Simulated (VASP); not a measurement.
Method: r2SCAN+rVV10, VASP's PBE PAW potentials (set 64) (plane waves; VASP 6.6.1).

Input for VASP

POSCAR:
```
K
1.0
 -2.6640000000   2.6640000000   2.6640000000
  2.6640000000  -2.6640000000   2.6640000000
  2.6640000000   2.6640000000  -2.6640000000
K
1
direct
  0.0000000000   0.0000000000   0.0000000000
```

### INCAR
```
SYSTEM = K
PREC = Accurate
ENCUT = 400
EDIFF = 1E-6
NELM = 100
ALGO = Normal
LREAL = .FALSE.
LASPH = .TRUE.
ISMEAR = 1
SIGMA = 0.1
METAGGA = R2SCAN
LUSE_VDW = .TRUE.
BPARAM = 11.95
CPARAM = 0.0093
LMIXTAU = .TRUE.
LWAVE = .FALSE.
LCHARG = .FALSE.
IBRION = 2
ISIF = 3
NSW = 60
EDIFFG = -0.01
```

### KPOINTS
```
Automatic mesh
0
Gamma
9 9 9
0 0 0
```

POTCAR, in this order: K_sv (PBE.64 set). Program: vasp_std.

The run wrote:

File OSZICAR:
```
       N       E                     dE             d eps       ncg     rms          rms(c)
DAV:   1     0.344927636493E+02    0.34493E+02   -0.33341E+03   560   0.721E+02
DAV:   2    -0.668364752910E+01   -0.41176E+02   -0.40954E+02   560   0.206E+02
DAV:   3    -0.804860862565E+01   -0.13650E+01   -0.13636E+01   992   0.337E+01
DAV:   4    -0.806080929197E+01   -0.12201E-01   -0.12201E-01   840   0.286E+00
DAV:   5    -0.806087961677E+01   -0.70325E-04   -0.70330E-04  1008   0.161E-01    0.204E+00
DAV:   6    -0.624044476132E+01    0.18204E+01   -0.15035E+00   568   0.118E+01    0.997E-01
DAV:   7    -0.569620955937E+01    0.54424E+00   -0.27061E-01   672   0.479E+00    0.628E-01
DAV:   8    -0.604647366363E+01   -0.35026E+00   -0.21501E-01   568   0.371E+00    0.351E-01
DAV:   9    -0.560234095794E+01    0.44413E+00   -0.18321E-01   560   0.360E+00    0.637E-02
DAV:  10    -0.572312316109E+01   -0.12078E+00   -0.46370E-02   648   0.206E+00    0.771E-02
DAV:  11    -0.572262333026E+01    0.49983E-03   -0.15847E-03  1040   0.316E-01    0.937E-02
DAV:  12    -0.571158162928E+01    0.11042E-01   -0.16677E-02   584   0.185E+00    0.935E-02
DAV:  13    -0.561744363829E+01    0.94138E-01   -0.32603E-02   576   0.174E+00    0.124E-01
DAV:  14    -0.570547388423E+01   -0.88030E-01   -0.62462E-02   584   0.170E+00    0.627E-02
DAV:  15    -0.570605447419E+01   -0.58059E-03   -0.55930E-04   896   0.145E-01    0.569E-02
DAV:  16    -0.570652591091E+01   -0.47144E-03   -0.47926E-04   592   0.204E-01    0.592E-02
DAV:  17    -0.570852892712E+01   -0.20030E-02   -0.20129E-03   576   0.564E-01    0.569E-02
DAV:  18    -0.570884404197E+01   -0.31511E-03   -0.10298E-03   704   0.396E-01    0.509E-02
DAV:  19    -0.570893736456E+01   -0.93323E-04   -0.45006E-05   848   0.785E-02    0.484E-02
DAV:  20    -0.570891211190E+01    0.25253E-04   -0.15645E-05   680   0.500E-02    0.386E-02
DAV:  21    -0.570900125609E+01   -0.89144E-04   -0.16626E-05   664   0.484E-02    0.297E-02
DAV:  22    -0.570895434193E+01    0.46914E-04   -0.35629E-05   632   0.530E-02    0.186E-02
DAV:  23    -0.570881709484E+01    0.13725E-03   -0.13790E-04   568   0.967E-02    0.784E-03
DAV:  24    -0.570882152382E+01   -0.44290E-05   -0.92901E-06   832   0.297E-02    0.558E-03
DAV:  25    -0.570881876780E+01    0.27560E-05   -0.20600E-06   608   0.134E-02    0.396E-03
DAV:  26    -0.570881714106E+01    0.16267E-05   -0.16724E-06   680   0.124E-02    0.191E-03
DAV:  27    -0.570881777941E+01   -0.63835E-06   -0.82631E-07   624   0.116E-02
   1 F= -.57088178E+01 E0= -.57087386E+01  d E =-.570882E+01
       N       E                     dE             d eps       ncg     rms          rms(c)
DAV:   1    -0.570970098959E+01   -0.88385E-03   -0.25045E-02   560   0.204E+00    0.172E-01
DAV:   2    -0.570907347737E+01    0.62751E-03   -0.20981E-03   728   0.534E-01    0.821E-02
DAV:   3    -0.570897945565E+01    0.94022E-04   -0.10321E-03   560   0.385E-01    0.344E-02
DAV:   4    -0.570915174575E+01   -0.17229E-03   -0.11378E-03   560   0.401E-01    0.262E-02
DAV:   5    -0.570961856348E+01   -0.46682E-03   -0.18211E-03   560   0.385E-01    0.978E-03
DAV:   6    -0.570896631487E+01    0.65225E-03   -0.28683E-04   560   0.128E-01    0.504E-03
DAV:   7    -0.570890739993E+01    0.58915E-04   -0.86035E-05   600   0.790E-02    0.144E-03
DAV:   8    -0.570890829105E+01   -0.89112E-06   -0.19185E-05   560   0.546E-02    0.116E-03
DAV:   9    -0.570890766858E+01    0.62248E-06   -0.27166E-06   688   0.163E-02
   2 F= -.57089077E+01 E0= -.57088282E+01  d E =-.898892E-04
       N       E                     dE             d eps       ncg     rms          rms(c)
DAV:   1    -0.571624696576E+01   -0.73387E-02   -0.22693E-01   560   0.615E+00    0.514E-01
DAV:   2    -0.571038068029E+01    0.58663E-02   -0.18852E-02   720   0.162E+00    0.244E-01
DAV:   3    -0.570967453380E+01    0.70615E-03   -0.81330E-03   560   0.108E+00    0.102E-01
DAV:   4    -0.570990591404E+01   -0.23138E-03   -0.66710E-03   560   0.101E+00    0.741E-02
DAV:   5    -0.571415691705E+01   -0.42510E-02   -0.94603E-03   560   0.912E-01    0.336E-02
DAV:   6    -0.570936334008E+01    0.47936E-02   -0.19480E-03   560   0.421E-01    0.128E-02
DAV:   7    -0.570915063252E+01    0.21271E-03   -0.89279E-05   672   0.903E-02    0.118E-02
DAV:   8    -0.570899426603E+01    0.15637E-03   -0.25054E-04   560   0.245E-01    0.980E-03
DAV:   9    -0.570903398172E+01   -0.39716E-04   -0.70611E-05   560   0.126E-01    0.400E-03
DAV:  10    -0.570903426193E+01   -0.28020E-06   -0.17865E-06   960   0.151E-02
   3 F= -.57090343E+01 E0= -.57089534E+01  d E =-.216483E-03
```

File OUTCAR:
```
------------------------ aborting loop because EDIFF is reached ----------------------------------------
  FORCE on cell =-STRESS in cart. coord.  units (eV):
  Direction    XX          YY          ZZ          XY          YZ          ZX
  --------------------------------------------------------------------------------------
  Total       -0.0025165     -0.0025165     -0.0025165      0.0000000      0.0000000      0.0000000
  in kB       -0.0541183     -0.0541183     -0.0541183      0.0000000      0.0000000      0.0000000
  external PRESSURE =      -0.0541183 kB  Pullay stress =       0.0000000 kB
  volume of cell :       74.50
      direct lattice vectors                 reciprocal lattice vectors
    -2.650733148  2.650733148  2.650733148     0.000000000  0.188627060  0.188627060
     2.650733148 -2.650733148  2.650733148     0.188627060  0.000000000  0.188627060
     2.650733148  2.650733148 -2.650733148     0.188627060  0.188627060  0.000000000
 POSITION                                       TOTAL-FORCE (eV/Angst)
 -----------------------------------------------------------------------------------
      0.00000      0.00000     -0.00000        -0.000000     -0.000000      0.000000
 -----------------------------------------------------------------------------------
    total drift:                                0.000000     -0.000000      0.000000
  FREE ENERGIE OF THE ION-ELECTRON SYSTEM (eV)
  ---------------------------------------------------
  free  energy   TOTEN  =        -5.7090342619 eV

  energy  without entropy=       -5.7087916501  energy(sigma->0) =       -5.70895339

 reached required accuracy - stopping structural energy minimisation
```
(Selected blocks of OUTCAR.)

**CONTCAR**
```
K
   1.00000000000000
    -2.6507331478789333    2.6507331478789333    2.6507331478789333
     2.6507331478789333   -2.6507331478789333    2.6507331478789333
     2.6507331478789333    2.6507331478789333   -2.6507331478789333
  K
     1
Direct
     0.0000000000000000    0.0000000000000000    0.0000000000000000
```

The structure comes from a measured K entry (Im-3m) of the Crystallography Open Database, whose conditions weren't checked. This run relaxes it. Symmetry was kept, so distortions that lower it aren't found.
